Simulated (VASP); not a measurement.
Input:

```xyz
2
Lattice="3.7540 -1.9176 0.0000 3.7540 1.9176 0.0000 2.7744 0.0000 3.1736" Properties=species:S:1:pos:R:3 pbc="T T T"
As     2.3341     0.0000     0.7204
As     7.9483     0.0000     2.4532
```

Computed with PBE GGA, VASP's PBE PAW potentials (set 64) (plane waves; VASP). Run with 400 eV cut-off, 10×10×10 Γ-centred mesh, first-order Methfessel-Paxton smearing of 0.10 eV, potentials As.

Which forces act on the atoms, in eV/Å?

| atom | Fx | Fy | Fz |
|---|---|---|---|
| As1 | -0.085 | 0.000 | -0.026 |
| As2 | 0.085 | 0.000 | 0.026 |

Give the stress tensor in GPa (positive for a compressed cell).

```
-0.71   0.00   0.09
 0.00  -1.01   0.00
 0.09   0.00  -0.98
```
The pressure is its mean diagonal, -0.90 GPa.

The compound is As in the a7 structure. The cell was not relaxed at this level.
